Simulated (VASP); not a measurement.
Input of a VASP 6.6.1 run:

File INCAR:

```
SYSTEM = Sb2Te4O
  PREC = Accurate
  ENCUT = 520
  EDIFF = 1E-6
  ISMEAR = 0
  SIGMA = 0.1
  LREAL = .FALSE.
  LASPH = .TRUE.
  NELM = 150
  ALGO = Normal
  ISIF = 2
  LWAVE = .FALSE.
  LCHARG = .FALSE.
  METAGGA = R2SCAN
  LMIXTAU = .TRUE.
  NBANDS = 29
  KPAR = 2
```

File KPOINTS:

```
Automatic mesh
0
G
  6 6 4
  0 0 0
```

POSCAR

```
Sb2Te4O
1.0
    4.6181500000      0.0000000000      0.0000000000
    0.0000000000      4.6181500000      0.0000000000
    0.0000000000      0.0000000000      9.8879200000
Sb Te O
2 4 1
Direct
    0.0000000000      0.5000000000      0.0000000000
    0.5000000000      0.0000000000      0.0000000000
    0.0000000000      0.5000000000      0.5000000000
    0.5000000000      0.0000000000      0.5000000000
    0.5000000000      0.5000000000      0.7814370000
    0.5000000000      0.5000000000      0.2185630000
    0.0000000000      0.0000000000      0.0000000000
```

Potentials or basis: VASP PAW PBE potentials, release 64 (Sb, Te, O).

Launch:

```console
$ cat potpaw_PBE.64/Sb/POTCAR potpaw_PBE.64/Te/POTCAR potpaw_PBE.64/O/POTCAR > POTCAR
$ mpirun -np 2 vasp_std > vasp.out
```

(1) Estimate the largest force.

(2) What does it give for the pressure?

(3) What does it give for the band gap on the k mesh?

Results:

(1) 0.262 eV/Å.

(2) -0.9 GPa.

(3) none (metal or under the smearing width).

Caveat: the PAW data sets were made with another functional, which shifts forces and pressure a little.
